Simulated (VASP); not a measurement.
Given:

```
CELL_PARAMETERS angstrom
     -2.05604     2.05604     4.81330
      2.05604    -2.05604     4.81330
      2.05604     2.05604    -4.81330
ATOMIC_POSITIONS crystal
  Ca 0.00000 0.00000 0.00000
  P  0.61281 0.61281 0.00000
  P  0.38719 0.38719 0.00000
  Pd 0.75000 0.25000 0.50000
  Pd 0.25000 0.75000 0.50000
```

These are PBEsol GGA, VASP's PBE PAW potentials (set 64) (plane waves; VASP) values and carry that method's errors. Settings: 400 eV cut-off, Gaussian smearing of 0.050 eV, potentials Ca_sv P Pd.

Question: Give the energies of bands 10 to 23 at the high-symmetry points, in eV from the Fermi level.

Answer: 
```
band      Γ      X      P      N      M      S      R
----  -----  -----  -----  -----  -----  -----  -----
10    -5.08  -5.04  -4.66  -4.83  -5.04  -5.06  -5.08
11    -4.12  -4.27  -4.66  -4.70  -4.53  -5.06  -4.24
12    -3.76  -4.20  -4.03  -4.26  -4.51  -4.13  -4.17
13    -3.76  -3.96  -3.92  -3.76  -4.51  -4.04  -4.13
14    -3.19  -3.74  -3.92  -3.67  -3.49  -3.77  -3.83
15    -2.91  -3.58  -3.48  -3.60  -2.35  -3.35  -3.64
16    -2.35  -2.85  -2.83  -3.50  -1.92  -3.35  -3.06
17    -1.49  -2.81  -2.83  -3.28  -1.92  -3.26  -2.86
18    -1.49  -2.81  -2.31  -2.07  -1.28  -1.07  -2.37
19    -1.28  -1.47  -2.31  -1.05  -1.19  -1.03  -1.09
20    -0.09  -1.09  -0.70   0.38   1.46  -0.41  -0.98
21    -0.09  -0.58  -0.70   1.60   1.66   1.88  -0.51
22     0.43   1.75   1.47   1.61   2.44   2.70   1.90
23     2.21   3.76   3.95   3.02   2.73   2.85   4.02
```

It has no gap at this level: it comes out as a metal or semimetal.

The structure comes from a computed database's CaPd2P2 entry (I4/mmm); how it stands against other phases isn't given here. It was relaxed first.
